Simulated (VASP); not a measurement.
# Cd2SrP2 (space group P-3m1): computed properties

Calculation: LDA (Ceperley-Alder, Perdew-Zunger), VASP's LDA PAW potentials (set 64) (plane waves; VASP).

| Item | Result |
|---|---|
| space group | P-3m1 (164) |
| cell | a = b = 4.263 Å, c = 7.086 Å, α = β = 90.00°, γ = 120.00° |
| volume per atom | 22.30 Å^3/atom |
| band gap (over mesh and band path) | 0.83 eV |
| smallest direct gap (over mesh and band path) | 0.83 eV |
| band-edge character without spin-orbit coupling | direct, Γ to Γ |
| band gap with spin-orbit coupling | 0.81 eV |
| density | 5.58 g/cm³ |
| optical Γ-point spectrum | 74 (×2), 107, 109 (×2), 154, 189, 246 (×2), 260 (×2), 267 cm⁻¹ |

```yaml
crystal:
  lattice:
    - [4.26259, 0.00000, 0.00000]
    - [-2.13129, 3.69151, 0.00000]
    - [0.00000, 0.00000, 7.08615]
  atoms:
    - { symbol: Sr, position: [0.00000, 0.00000, 0.00000] }
    - { symbol: Cd, position: [0.33333, 0.66667, 0.63509] }
    - { symbol: Cd, position: [0.66667, 0.33333, 0.36491] }
    - { symbol: P, position: [0.66667, 0.33333, 0.74893] }
    - { symbol: P, position: [0.33333, 0.66667, 0.25107] }
```

The structure comes from a computed database's Cd2SrP2 entry (P-3m1); how it stands against other phases isn't given here. It was relaxed first, which changed the volume by -7 %. Symmetry was kept, so distortions that lower it aren't found.
